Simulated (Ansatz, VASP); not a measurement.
# Si131Ge (amorphous Si): VASP beside Ansatz

One calculation is typed for both programs; each brings its own data sets. How far apart do they land? The structure shown is the start of the Ansatz relaxation below; VASP solves that cell, so the two are compared at the walk's first step.

Calculated with Ansatz 0.2.0; plane waves, with VASP 6.6.1 beside it; single point at PBE.

## 1. Starting point

The cell holds 132 atoms: 131 Si and 1 Ge. Its edges and angles: a = 13.966 Å, b = 13.966 Å, c = 13.966 Å, α = 90.0°, β = 90.0°, γ = 90.0°. It derives from Si (amorphous Si). As first built, before any earlier steps moved the atoms (in the runner's words): 132 atoms (132 Si) placed at random at 2.26 g/cm^3, melted at 2500 K for 20 ps at fixed volume with the modified Tersoff potential (Kumagai, Izumi, Hara and Sakai, Comput. Mater. Sci. 39, 457 (2007)). Quenched from 2500 K to 300 K at 20 K/ps and fixed volume, held 5 ps. The density is a measured one. Nearest the centre at fractional (0.964, 0.108, 0.038): Ge132 at 0.00 Å, Si31 at 2.37 Å, Si88 at 2.39 Å, Si42 at 2.81 Å, Si25 at 2.85 Å, Si130 at 3.04 Å, Si101 at 3.10 Å, Si92 at 3.29 Å.

## 2. Ansatz: relaxation, PBE

Ansatz runs on its default PAW (the set named soft_2) files.

The two programs are compared at the cell with which this relaxation starts, whose forces are those of its first step.

input.yaml reads:

```yaml
crystal:
  lattice:
    - [13.9657, 0.0, 0.0]
    - [0.0, 13.9657, 0.0]
    - [0.0, 0.0, 13.9657]
  atoms:
    - { symbol: Si, position: [0.10312, 0.18653, 0.36539] }
    - { symbol: Si, position: [0.10274, 0.99833, 0.79225] }
    - { symbol: Si, position: [0.17448, 0.14294, 0.1443] }
    - { symbol: Si, position: [0.22539, 0.30309, 0.13637] }
[... 1 atom line left out ...]
    - { symbol: Si, position: [0.69641, 0.06802, 0.08533] }
    - { symbol: Si, position: [0.79784, 0.81571, 0.18183] }
[... 1 atom line left out ...]
    - { symbol: Si, position: [0.91524, 0.71386, 0.9035] }
    - { symbol: Si, position: [0.84342, 0.16547, 0.68266] }
    - { symbol: Si, position: [0.70241, 0.07449, 0.90324] }
[... 2 atom lines left out ...]
    - { symbol: Si, position: [0.99106, 0.47022, 0.83255] }
[... 2 atom lines left out ...]
    - { symbol: Si, position: [0.25684, 0.15062, 0.91243] }
[... 2 atom lines left out ...]
    - { symbol: Si, position: [0.03795, 0.87716, 0.18769] }
[... 3 atom lines left out ...]
    - { symbol: Ge, position: [0.96441, 0.10814, 0.03764] }
    - { symbol: Si, position: [0.17238, 0.79785, 0.95993] }
[... 5 atom lines left out ...]
    - { symbol: Si, position: [0.98786, 0.14012, 0.60225] }
    - { symbol: Si, position: [0.91208, 0.2456, 0.95289] }
[... 4 atom lines left out ...]
    - { symbol: Si, position: [0.7972, 0.7921, 0.46542] }
[... 2 atom lines left out ...]
    - { symbol: Si, position: [0.57953, 0.45784, 0.57801] }
[... 1 atom line left out ...]
    - { symbol: Si, position: [0.10559, 0.37695, 0.48568] }
[... 2 atom lines left out ...]
    - { symbol: Si, position: [0.62269, 0.62513, 0.78915] }
    - { symbol: Si, position: [0.93993, 0.77167, 0.10356] }
[... 16 atom lines left out ...]
    - { symbol: Si, position: [0.35362, 0.04455, 0.68613] }
[... 1 atom line left out ...]
    - { symbol: Si, position: [0.71599, 0.37563, 0.78638] }
[... 14 atom lines left out ...]
    - { symbol: Si, position: [0.21129, 0.85255, 0.58153] }
[... 2 atom lines left out ...]
    - { symbol: Si, position: [0.34833, 0.05827, 0.37298] }
    - { symbol: Si, position: [0.97542, 0.38703, 0.1921] }
[... 3 atom lines left out ...]
    - { symbol: Si, position: [0.49841, 0.12321, 0.71618] }
[... 2 atom lines left out ...]
    - { symbol: Si, position: [0.13244, 0.5798, 0.80995] }
    - { symbol: Si, position: [0.13969, 0.92454, 0.06162] }
[... 4 atom lines left out ...]
    - { symbol: Si, position: [0.08396, 0.42604, 0.3215] }
[... 1 atom line left out ...]
    - { symbol: Si, position: [0.63557, 0.30173, 0.54151] }
[... 1 atom line left out ...]
    - { symbol: Si, position: [0.79263, 0.63547, 0.80877] }
[... 2 atom lines left out ...]
    - { symbol: Si, position: [0.4647, 0.54118, 0.47855] }
[... 1 atom line left out ...]
    - { symbol: Si, position: [0.42702, 0.74815, 0.66738] }
    - { symbol: Si, position: [0.25275, 0.8942, 0.18412] }
    - { symbol: Si, position: [0.83997, 0.91519, 0.73215] }
[... 3 atom lines left out ...]
    - { symbol: Si, position: [0.43337, 0.89941, 0.011] }
[... 3 atom lines left out ...]
    - { symbol: Si, position: [0.29532, 0.73901, 0.35676] }
    - { symbol: Si, position: [0.85417, 0.21135, 0.38175] }
[... 4 atom lines left out ...]
    - { symbol: Si, position: [0.54892, 0.66453, 0.39802] }
    - { symbol: Si, position: [0.11602, 0.14432, 0.70549] }
[... 1 atom line left out ...]
    - { symbol: Si, position: [0.38273, 0.45671, 0.95134] }
[... 2 atom lines left out ...]
    - { symbol: Si, position: [0.53177, 0.86706, 0.2334] }
[... 1 atom line left out ...]
    - { symbol: Si, position: [0.62857, 0.02159, 0.75386] }
[... 1 atom line left out ...]
    - { symbol: Si, position: [0.28052, 0.37251, 0.71648] }
kpoints:
  mp_grid: { grid: [1, 1, 1] }
hamiltonian:
  xc: pbe
scf:
  occupations: { method: gaussian, width: 0.025 }
output:
  forces: true
  eigenvalues: true
relax:
  f_tol: 0.05
  max_steps: 90
```

Run with:

```sh
ansatz run input.yaml --threads 4 --pin off --max-ram 8192MiB --backend cpu --events-out ev --progress --plain --runs-dir out
```

Numbers of over 12 decimals in the logs are rounded to 6 here.

What it wrote:

```text
Engine: ansatz 0.2.0, aarch64-unknown-linux-gnu
Pseudopotentials: kind: paw
Pseudopotential: Si, paw, valence charge 4, recommended cutoff 420 eV (normal), Si.paw.azcp
Pseudopotential: Ge, paw, valence charge 14, recommended cutoff 420 eV (normal), Ge.paw.azcp
Functional definition: PBE
  parameter kappa = 0.804
  parameter beta = 0.066725
  exchange = pbe_x(kappa = kappa, mu = beta*pi^2/3)
  correlation = pbe_c(beta = beta)
Crystal: 132 atoms, lattice volume = 2723.881 Å³
Basis set: ecut = 420 eV, 52971 PW (Γ), exchange–correlation on 192×192×192 points (8 copies of the dense FFT grid, shifted against one another)
Bands: 401, of which v1, the nominal top of the filled ones, is band 269 counted from 1 (268 counted from 0)
Symmetry: 1 space group operations
Space group: P1 (ITA 1), of the structure as read, at distance tolerance 1.4e-4 Å
k-points: 1
Non-local potential: Si, projectors of the file, l = 0: 2, l = 1: 2, l = 2: 2
Non-local potential: Ge, projectors of the file, l = 0: 2, l = 1: 2, l = 2: 3, l = 3: 1
PAW form: soft (Blöchl's): semilocal exchange-correlation on the pseudo side does not see the compensation charge
PAW one-centre angular grid: Si, 110 points (default); XC on 64 Gauss nodes
PAW one-centre angular grid: Ge, 590 points (default); XC on 64 Gauss nodes
Initial density: superposition of atomic densities (neutral atoms: chi_scale 0, normalization atom), corrected by the library's trained network
Initial wavefunctions: pseudopotential atomic-orbital guess
Functional: x = pbe(κ = 0.804, μ = 0.219515), c = pbe(β = 0.066725)
SCF iter   1: F=—  HF=-87558.910998 eV  |F-HF|=—  |Δ(HF+E_count)|=         —  Δρ=3.13e-3  dr2=9.92e-1  ethr=1.77e-3  ⟨swp⟩=6.0  Hψ=1848  notcnv=0  defer=64
preconditioner: auto → Resta (q_TF=auto, 2.082 Å⁻¹)  ε∞=5.7  [insulator: Δε(μ)=0.224 eV  Ē_g=7.578 eV  σ=0.025 eV  W_gap=1.00  n_scr=436 (ndim 8)  ℏωp=16.3 eV  f_vac=0.001  D(μ)=0.00/eV (n_scr^D=0)  ε∞_Penn≈5.7]
SCF iter   2: F=—  HF=-87558.816630 eV  |F-HF|=—  |Δ(HF+E_count)|=   9.44e-2  Δρ=1.68e-3  dr2=2.07e-1  ethr=1.84e-4  ⟨swp⟩=2.0  Hψ=463  notcnv=0  defer=102
SCF iter   3: F=—  HF=-87558.802855 eV  |F-HF|=—  |Δ(HF+E_count)|=   1.38e-2  Δρ=8.97e-4  dr2=3.02e-2  ethr=3.85e-5  ⟨swp⟩=3.0  Hψ=425  notcnv=0  defer=127
SCF iter   4: F=—  HF=-87558.804419 eV  |F-HF|=—  |Δ(HF+E_count)|=   1.56e-3  Δρ=2.78e-4  dr2=5.02e-3  ethr=5.61e-6  ⟨swp⟩=2.0  Hψ=670  notcnv=0  defer=127
SCF iter   5: F=—  HF=-87558.805101 eV  |F-HF|=—  |Δ(HF+E_count)|=   6.82e-4  Δρ=6.70e-5  dr2=3.24e-4  ethr=9.33e-7  ⟨swp⟩=2.0  Hψ=543  notcnv=0  defer=127
SCF iter   6: F=—  HF=-87558.805287 eV  |F-HF|=—  |Δ(HF+E_count)|=   1.85e-4  Δρ=2.37e-5  dr2=4.18e-5  ethr=6.03e-8  ⟨swp⟩=2.0  Hψ=543  notcnv=0  defer=127
SCF iter   7: F=-87558.805312 eV  HF=-87558.805313 eV  |F-HF|=1.10e-6  |Δ(HF+E_count)|=   2.66e-5  Δρ=1.03e-5  dr2=5.34e-6  ethr=7.76e-9  ⟨swp⟩=14.0  Hψ=2365  notcnv=0
SCF 1 converged in 7 iterations: F = -87558.805312 eV  dr2 = 5.34e-6
  greatest PAW one-centre occupation: 0.998 electrons in one spin orbital (limit 2), on the Ge atom at site 23 (counted from 0), in its partial waves of l = 2
relax step   1: F+E_penalty+E_count = -87558.80531227 eV  Δ(F+E_penalty+E_count) = +0.000e0 eV  max|allowed force component| = 5.469e-1 eV/Å  Δτ_max = 0.0000 Å  (7 SCF iters, dr2 threshold 6.25e-5 eV, accepted)
Initial density: handed on by an earlier stage of this run
Initial wavefunctions: those handed on with the density
iter 1 solved again at ethr=5.02e-6 eV; its pass at ethr=3.10e-3 eV (dr2=2.70e-2 eV) is discarded
SCF iter   1: F=—  HF=-87558.857413 eV  |F-HF|=—  |Δ(HF+E_count)|=         —  Δρ=8.33e-4  dr2=2.88e-2  ethr=5.02e-6  ⟨swp⟩=3.0  Hψ=1128  notcnv=0  defer=124
preconditioner: auto → Resta (q_TF=auto, 2.082 Å⁻¹)  ε∞=5.7  [insulator: Δε(μ)=0.176 eV  Ē_g=7.574 eV  σ=0.025 eV  W_gap=1.00  n_scr=436 (ndim 8)  ℏωp=16.3 eV  f_vac=0.002  D(μ)=0.00/eV (n_scr^D=0)  ε∞_Penn≈5.7]
SCF iter   2: F=—  HF=-87558.854095 eV  |F-HF|=—  |Δ(HF+E_count)|=   3.32e-3  Δρ=4.39e-4  dr2=4.77e-3  ethr=5.02e-6  ⟨swp⟩=2.0  Hψ=363  notcnv=0  defer=124
SCF iter   3: F=—  HF=-87558.853826 eV  |F-HF|=—  |Δ(HF+E_count)|=   2.69e-4  Δρ=9.61e-5  dr2=3.45e-4  ethr=8.87e-7  ⟨swp⟩=2.0  Hψ=363  notcnv=0  defer=124
iter 4 did not close the SCF: its close was put off for the readings that it lacked (scf_convergence_deferred on its scf_iter line)
SCF iter   4: F=-87558.853789 eV  HF=-87558.853799 eV  |F-HF|=1.02e-5  |Δ(HF+E_count)|=   2.65e-5  Δρ=1.48e-5  dr2=1.50e-5  ethr=6.41e-8  ⟨swp⟩=2.0  Hψ=546  notcnv=0  defer=124
iter 5 did not close the SCF: its close was put off for the readings that it lacked (scf_convergence_deferred on its scf_iter line)
SCF iter   5: F=-87558.853799 eV  HF=-87558.853799 eV  |F-HF|=5.15e-8  |Δ(HF+E_count)|=   4.89e-8  Δρ=6.02e-6  dr2=1.44e-6  ethr=2.79e-9  ⟨swp⟩=2.0  Hψ=546  notcnv=0  defer=124
[...]
- { symbol: Si, position: [0.986758, 0.253596, 0.480195] }
    - { symbol: Si, position: [0.232434, 0.660025, 0.032681] }
    - { symbol: Si, position: [0.446169, 0.941744, 0.458536] }
    - { symbol: Si, position: [0.954398, 0.866392, 0.626080] }
    - { symbol: Si, position: [0.987880, 0.140135, 0.602192] }
    - { symbol: Si, position: [0.909266, 0.248830, 0.948268] }
    - { symbol: Si, position: [0.865899, 0.038896, 0.399320] }
    - { symbol: Si, position: [0.864106, 0.735436, 0.318309] }
    - { symbol: Si, position: [0.959999, 0.618913, 0.045411] }
    - { symbol: Si, position: [0.279569, 0.583918, 0.893862] }
    - { symbol: Si, position: [0.797160, 0.791942, 0.465547] }
    - { symbol: Si, position: [0.303404, 0.051048, 0.209613] }
    - { symbol: Si, position: [0.040224, 0.699371, 0.324316] }
    - { symbol: Si, position: [0.579386, 0.457903, 0.577977] }
    - { symbol: Si, position: [0.661231, 0.247438, 0.885836] }
    - { symbol: Si, position: [0.105663, 0.377219, 0.485915] }
    - { symbol: Si, position: [0.027210, 0.129352, 0.231015] }
    - { symbol: Si, position: [0.404988, 0.463456, 0.338386] }
    - { symbol: Si, position: [0.622829, 0.624953, 0.788956] }
    - { symbol: Si, position: [0.940035, 0.771743, 0.103365] }
    - { symbol: Si, position: [0.932304, 0.992665, 0.249809] }
    - { symbol: Si, position: [0.226013, 0.706959, 0.505990] }
    - { symbol: Si, position: [0.455021, 0.803282, 0.367954] }
    - { symbol: Si, position: [0.481409, 0.571580, 0.026274] }
[...]
- { symbol: Si, position: [0.382767, 0.456617, 0.951260] }
    - { symbol: Si, position: [0.749643, 0.465483, 0.040039] }
    - { symbol: Si, position: [0.226088, 0.530144, 0.676362] }
    - { symbol: Si, position: [0.531969, 0.866948, 0.233501] }
    - { symbol: Si, position: [0.096413, 0.389203, 0.067356] }
    - { symbol: Si, position: [0.628461, 0.021484, 0.753469] }
    - { symbol: Si, position: [0.854703, 0.125977, 0.847153] }
    - { symbol: Si, position: [0.280391, 0.372703, 0.716594] }
```

Reading the cycles: dr2 is the Hartree energy of the density residual (eV), the measure of convergence; HF is the Harris–Foulkes estimate of the energy, which meets the free energy F at convergence.

## 3. VASP: single point, PBE, start cell

The same cell, functional, mesh and smearing now go to VASP, with its own data sets.

Lines of VASP's logs that name or quote its potential files are left out, and so is its time.

INCAR reads:

```
SYSTEM = Si131Ge
PREC = Accurate
ENCUT = 410
EDIFF = 1E-06
NELM = 120
ISMEAR = 0
SIGMA = 0.025
LREAL = Auto
ALGO = Normal
GGA = PE
NBANDS = 361
LORBIT = 11
LWAVE = .FALSE.
LCHARG = .FALSE.
ISIF = 2
LASPH = .TRUE.
GGA_COMPAT = .FALSE.
EFERMI = MIDGAP
```

POSCAR reads:

```
Si131Ge
1.0
   13.9657000000      0.0000000000      0.0000000000
    0.0000000000     13.9657000000      0.0000000000
    0.0000000000      0.0000000000     13.9657000000
Si Ge
131 1
Direct
    0.1031169222      0.1865284232      0.3653880579
    0.1027374210      0.9983316268      0.7922481508
    0.1744774698      0.1429430677      0.1443035437
    0.2253879147      0.3030925768      0.1363698203
[... 1 atom line left out ...]
    0.6964133556      0.0680166408      0.0853304883
    0.7978404233      0.8157127820      0.1818312007
[... 1 atom line left out ...]
    0.9152423437      0.7138632507      0.9034992875
    0.8434235305      0.1654696864      0.6826582269
    0.7024066105      0.0744896425      0.9032415131
[... 2 atom lines left out ...]
    0.9910566602      0.4702234761      0.8325468827
[... 2 atom lines left out ...]
    0.2568435524      0.1506190166      0.9124283065
[... 2 atom lines left out ...]
    0.0379501207      0.8771633359      0.1876884080
[... 3 atom lines left out ...]
    0.1723794726      0.7978475837      0.9599304009
    0.8328118175      0.9725470259      0.1155473768
[... 5 atom lines left out ...]
    0.9120774469      0.2456017242      0.9528917276
    0.8658713849      0.0390026995      0.3997794597
[... 4 atom lines left out ...]
    0.3031928224      0.0511109361      0.2089619568
[... 2 atom lines left out ...]
    0.6612486306      0.2475063907      0.8858417408
[... 1 atom line left out ...]
    0.0262715081      0.1292094202      0.2276434407
[... 2 atom lines left out ...]
    0.9399314034      0.7716691609      0.1035608670
    0.9319833592      0.9928897227      0.2500912951
[... 16 atom lines left out ...]
    0.2025677195      0.3081191777      0.3025197448
[... 1 atom line left out ...]
    0.0504593397      0.3351282070      0.9107814145
[... 14 atom lines left out ...]
    0.2692310446      0.0059932549      0.8261598058
[... 2 atom lines left out ...]
    0.9754183464      0.3870267871      0.1920992145
    0.8701533042      0.5149473353      0.1484923778
[... 3 atom lines left out ...]
    0.1278704254      0.0792727898      0.9960832611
[... 2 atom lines left out ...]
    0.1396922460      0.9245365431      0.0616224035
    0.8985299699      0.2397874793      0.2212277222
[... 4 atom lines left out ...]
    0.7453976528      0.2159218657      0.1510199990
[... 1 atom line left out ...]
    0.1751577078      0.2647915966      0.8125765268
[... 1 atom line left out ...]
    0.9427167990      0.9795713784      0.8578803784
[... 2 atom lines left out ...]
    0.1506333374      0.8331626771      0.3165827706
[... 1 atom line left out ...]
    0.2527478035      0.8941979278      0.1841225288
    0.8399722176      0.9151922209      0.7321509126
    0.8166794360      0.4856326572      0.8778507343
[... 3 atom lines left out ...]
    0.7123166043      0.8906893317      0.9248516007
[... 3 atom lines left out ...]
    0.8541712911      0.2113535304      0.3817495722
    0.7592315459      0.3019970356      0.0121511990
[... 4 atom lines left out ...]
    0.1160199632      0.1443178645      0.7054927429
    0.8770487695      0.8748218850      0.9776595516
[... 1 atom line left out ...]
    0.7497869781      0.4649534216      0.0400266367
[... 2 atom lines left out ...]
    0.0965723165      0.3895400875      0.0673292424
[... 1 atom line left out ...]
    0.8559327495      0.1253929270      0.8493165398
[... 1 atom line left out ...]
    0.9644128114      0.1081435231      0.0376422234
```

KPOINTS reads:

```
Automatic mesh
0
Gamma
1 1 1
0 0 0
```

Potentials, in the order of the species: Si and Ge_d (PBE family, release 64).

Run with:

```sh
export OMP_NUM_THREADS=3
mpirun -np 1 vasp_gam
```

What it wrote:

```text
[banner, memory and clock lines left out]
running    1 mpi-ranks, on    1 nodes
[...]
Offloading initialized ...    1 GPUs detected
[...]
LDA part: xc-table for (Slater+PW92), standard interpolation
 POSCAR, INCAR and KPOINTS ok, starting setup
[...]
entering main loop
       N       E                     dE             d eps       ncg     rms          rms(c)
DAV:   1     0.262312559678E+04    0.26231E+04   -0.19802E+05   730   0.115E+03
DAV:   2    -0.319266315347E+03   -0.29424E+04   -0.27379E+04   890   0.215E+02
DAV:   3    -0.683165214481E+03   -0.36390E+03   -0.35115E+03   899   0.818E+01
DAV:   4    -0.700839425236E+03   -0.17674E+02   -0.17399E+02   900   0.216E+01
[...]
DAV:  17    -0.687840977383E+03   -0.34264E-05   -0.14860E-06   620   0.166E-03    0.232E-03
DAV:  18    -0.687840979204E+03   -0.18204E-05   -0.12191E-06   524   0.147E-03    0.255E-03
DAV:  19    -0.687840979219E+03   -0.15256E-07   -0.21988E-07   460   0.736E-04
   1 F= -.68784098E+03 E0= -.68784098E+03  d E =-.294395E-06
```

From OUTCAR (step 3):

```text
  FREE ENERGIE OF THE ION-ELECTRON SYSTEM (eV)
  ---------------------------------------------------
  free  energy   TOTEN  =      -687.8409792188 eV

  energy  without entropy=     -687.8409789244  energy(sigma->0) =     -687.84097907
```

The run ends at a pressure of -0.20 GPa, with forces up to 0.61 eV/Å.

## 4. Side by side

Known differences besides the potentials themselves: the cutoff is 420 eV in Ansatz and 410 eV in VASP (PREC = Accurate, projectors in real space). Total energies have different zeros and are not compared.

Forces on 9 of the 132 atoms, those with the largest forces and the largest differences (eV/Å; atoms numbered as in POSCAR):

| atom | Ansatz x, y, z | VASP x, y, z |
| --- | --- | --- |
| Si25 | -0.145, -0.174, 0.084 | -0.145, -0.176, 0.087 |
| Si31 | -0.208, 0.479, -0.319 | -0.209, 0.474, -0.321 |
| Si42 | 0.071, 0.031, 0.214 | 0.070, 0.032, 0.218 |
| Si54 | 0.001, 0.000, 0.000 | 0.004, -0.005, 0.004 |
| Si88 | 0.547, -0.083, -0.121 | 0.549, -0.085, -0.115 |
| Si94 | 0.002, 0.001, -0.001 | 0.004, 0.006, -0.005 |
| Si101 | -0.024, -0.049, -0.095 | -0.027, -0.048, -0.095 |
| Si130 | -0.036, 0.028, -0.077 | -0.038, 0.028, -0.075 |
| Ge132 | -0.252, -0.256, 0.286 | -0.249, -0.254, 0.282 |

The forces differ by 2.3 meV/Å r.m.s., which is 4.4 % of the r.m.s. force of 0.051 eV/Å (both taken over all components).

## 5. Outcome

```yaml
r_m_s_force_difference_single_point_pbe_start_cell: 2.3 meV/Å
```

The r.m.s. force difference is 2.3 meV/Å (single point, PBE, start cell), within the 12 meV/Å picked in this series as the mark of a large difference. 1 further run of this series is not shown here. Such differences can come from data sets, numerical settings and the points named under the comparisons, not from the functional's error against experiment.

[Lines on the potential files, build, host, timing and source positions are cut from VASP's logs without a mark.]

[Logs are printed without paths, hosts, clocks, repeated set-up lines and the standing remarks that a program may print on its own settings, such as how far it seeks lower states.]

[Hosts, paths, dates, database ids (printed as entryN), source tags and the programs' standing remarks are cut or masked in the printed files.]
